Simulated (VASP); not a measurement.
Method: LDA (Ceperley-Alder, Perdew-Zunger), VASP's LDA PAW potentials (set 64) (plane waves; VASP).

VASP ran on this input.

File KPOINTS:
```
Automatic mesh
0
gamma
 6 6 6
```

**POSCAR**
```
CsPbBr3
1
    5.1427946974     0.0000000000    -0.0000000000
    0.0000000000     5.1427946974    -0.0000000000
   -0.0000000000     0.0000000000     5.1427946974
Cs Pb Br
1 1 3
Direct
  0.0000000000   0.0000000000   0.0000000000
  0.5000000000   0.5000000000   0.5000000000
  0.5000000000   0.0000000000   0.5000000000
  0.0000000000   0.5000000000   0.5000000000
  0.5000000000   0.5000000000   0.0000000000
```

### INCAR
```
SYSTEM = CsPbBr3
PREC = Accurate
ENCUT = 500
EDIFF = 1E-6
NELM = 100
ALGO = Normal
LREAL = .FALSE.
LASPH = .TRUE.
ISMEAR = 1
SIGMA = 0.1
LMAXMIX = 4
LWAVE = .FALSE.
LCHARG = .FALSE.
IBRION = 2
ISIF = 3
NSW = 40
EDIFFG = -0.02
PSTRESS = 200
```

POTCAR, in this order: Cs_sv Pb_d Br (LDA.64 set). Program: vasp_std.

The resulting files:

### OUTCAR
```
 ion  position               nearest neighbor table
   1  0.000  0.000  0.000-
   2  0.500  0.500  0.500-   3 2.57   4 2.57   5 2.57   5 2.57   3 2.57   4 2.57
   3  0.500  0.000  0.500-   2 2.57   2 2.57
   4  0.000  0.500  0.500-   2 2.57   2 2.57
   5  0.500  0.500  0.000-   2 2.57   2 2.57
  LATTYP: Found a simple cubic cell.
 ALAT       =     5.1427946974
 Subroutine PRICEL returns:
 Original cell was already a primitive cell.
 Subroutine GETGRP returns: Found 48 space group operations
The static configuration has the point symmetry O_h .
The dynamic configuration has the point symmetry O_h .
 Subroutine INISYM returns: Found 48 space group operations
 Subroutine IBZKPT returns following result:
 Found     20 irreducible k-points:

 Following reciprocal coordinates:
            Coordinates               Weight
  0.000000  0.000000  0.000000      1.000000
  0.166667  0.000000  0.000000      6.000000
  0.333333  0.000000  0.000000      6.000000
  0.500000  0.000000  0.000000      3.000000
  0.166667  0.166667  0.000000     12.000000
  0.333333  0.166667  0.000000     24.000000
...
```

OSZICAR:
```
       N       E                     dE             d eps       ncg     rms          rms(c)
DAV:   1     0.424142670438E+03    0.42414E+03   -0.19835E+04  1040   0.159E+03
DAV:   2     0.338693521686E+02   -0.39027E+03   -0.38096E+03  1224   0.374E+02
DAV:   3    -0.136728516815E+02   -0.47542E+02   -0.46905E+02  1290   0.133E+02
DAV:   4    -0.155331466025E+02   -0.18603E+01   -0.18543E+01  1294   0.293E+01
DAV:   5    -0.155875263876E+02   -0.54380E-01   -0.54222E-01  1418   0.474E+00    0.118E+01
DAV:   6    -0.153441703566E+02    0.24336E+00   -0.43266E-01  1458   0.635E+00    0.713E+00
DAV:   7    -0.153121726433E+02    0.31998E-01   -0.41993E-01  1586   0.443E+00    0.704E-01
DAV:   8    -0.153044966210E+02    0.76760E-02   -0.83237E-02  1526   0.283E+00    0.267E-01
DAV:   9    -0.153043227952E+02    0.17383E-03   -0.49854E-03  1622   0.774E-01    0.550E-02
DAV:  10    -0.153043142483E+02    0.85469E-05   -0.32652E-04  1560   0.148E-01    0.158E-02
DAV:  11    -0.153043216514E+02   -0.74031E-05   -0.49130E-05  1684   0.486E-02    0.198E-02
DAV:  12    -0.153043184544E+02    0.31970E-05   -0.97292E-06  1442   0.259E-02    0.440E-03
DAV:  13    -0.153043182310E+02    0.22338E-06   -0.23288E-06   978   0.148E-02
   1 F= 0.16748721E+01 E0= 0.16748837E+01  d E =0.167487E+01
```

**OUTCAR**
```
------------------------ aborting loop because EDIFF is reached ----------------------------------------
  FORCE on cell =-STRESS in cart. coord.  units (eV):
  Direction    XX          YY          ZZ          XY          YZ          ZX
  --------------------------------------------------------------------------------------
  Total       16.9122806     16.9122806     16.9122806      0.0000000     -0.0000000      0.0000000
  in kB      199.2118624    199.2118624    199.2118624      0.0000000     -0.0000000      0.0000000
  external PRESSURE =      -0.7881376 kB  Pullay stress =     200.0000000 kB
  volume of cell :      136.02
      direct lattice vectors                 reciprocal lattice vectors
     5.142794697  0.000000000  0.000000000     0.194446805  0.000000000  0.000000000
     0.000000000  5.142794697  0.000000000     0.000000000  0.194446805  0.000000000
     0.000000000  0.000000000  5.142794697     0.000000000  0.000000000  0.194446805
 POSITION                                       TOTAL-FORCE (eV/Angst)
 -----------------------------------------------------------------------------------
      0.00000      0.00000      0.00000         0.000000      0.000000      0.000000
      2.57140      2.57140      2.57140         0.000000      0.000000      0.000000
      2.57140      0.00000      2.57140         0.000000      0.000000      0.000000
      0.00000      2.57140      2.57140         0.000000      0.000000      0.000000
      2.57140      2.57140      0.00000         0.000000      0.000000      0.000000
 -----------------------------------------------------------------------------------
    total drift:                                0.000000      0.000000     -0.000000
  FREE ENERGIE OF THE ION-ELECTRON SYSTEM (eV)
  ---------------------------------------------------
  free  energy   TOTEN  =       -15.3043182310 eV

  energy  without entropy=      -15.3042833728  energy(sigma->0) =      -15.30430661
  enthalpy is  TOTEN    =         1.6748720587 eV   P V=       16.9791902897

 reached required accuracy - stopping structural energy minimisation
```
(Selected blocks of OUTCAR.)

The compound is CsPbBr3 in the cubic perovskite structure, the ideal cubic form; the compound distorts at low or room temperature. It was relaxed first under an external pressure of 20 GPa.
